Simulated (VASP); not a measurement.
Input:

```
CELL_PARAMETERS angstrom
      0.00000     3.51255     3.51255
      3.51255     0.00000     3.51255
      3.51255     3.51255     0.00000
ATOMIC_POSITIONS crystal
  K  0.00000 0.00000 0.00000
  I  0.50000 0.50000 0.50000
```

Computed with vdW-DF2, VASP's PBE PAW potentials (set 64) (plane waves; VASP 6.6.1). Numerical set-up: 520 eV cut-off, 7×7×7 Γ-centred mesh, Gaussian smearing of 0.050 eV, potentials K_sv I.

Unless said otherwise, spin-orbit coupling is left out, though it shifts the bands of the heavy elements here.

Task: What does the run give for the energy per atom (σ→0), band gap (on the k-mesh) with the smallest direct gap where there is one?

Result: 
```yaml
band gap (on the k-mesh): 3.73 eV
smallest direct gap (on the k-mesh): 3.73 eV
energy per atom (σ→0): -884 meV/atom
```

The compound is KI in the rock salt structure. This cell is one point of a volume scan, at 0.94 of the reference volume.
